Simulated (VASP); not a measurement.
```
BN
1.0
    1.27317    -2.20520     0.00000
    1.27317     2.20520     0.00000
    0.00000     0.00000     4.21165
B N
2 2
Direct
  0.66667   0.33333   0.50022
  0.33333   0.66667   0.00022
  0.66667   0.33333   0.87478
  0.33333   0.66667   0.37478
```

These are r2SCAN meta-GGA, VASP's PBE PAW potentials (set 64) (plane waves; VASP) values and carry that method's errors. Settings: 600 eV cut-off, 10×10×6 Γ-centred mesh, Gaussian smearing of 0.050 eV, potentials B N.

Each row applies one change to this cell, which was relaxed at other settings and keeps the small stress of the first row; at a fixed cut-off the stress holds a Pulay part, so it need not integrate to ΔE exactly. Stress is in GPa, positive when the cell is compressed.

```
change                                                   ΔE (meV/atom)    σxx     σyy     σzz  largest shear component, with its sign (GPa)
-------------------------------------------------------  -------------  -----  ------  ------  --------------------------------------------
none                                                               0.0   0.16    0.16    0.16                                          0.00
uniaxial strain of +4.0 % along y                                 26.2  -4.06  -34.60   -2.20                                          0.00
shear strain γ_xz = +1.5 %                                         1.5   0.12    0.12    0.15                                         -5.26
uniaxial strain of -1.5 % along x                                  4.5  15.64    2.05    1.01                                          0.00
uniaxial strain of +3.0 % along z with the ions relaxed           15.9  -1.52   -1.52  -28.02                                          0.00
isotropic strain of +0.5 %                                         1.4  -5.59   -5.59   -5.66                                          0.00
```

Failed runs are left out, and for metals the shear rows, which the mesh's noise covers.

The compound is BN in the wurtzite structure, a metastable high-pressure form.
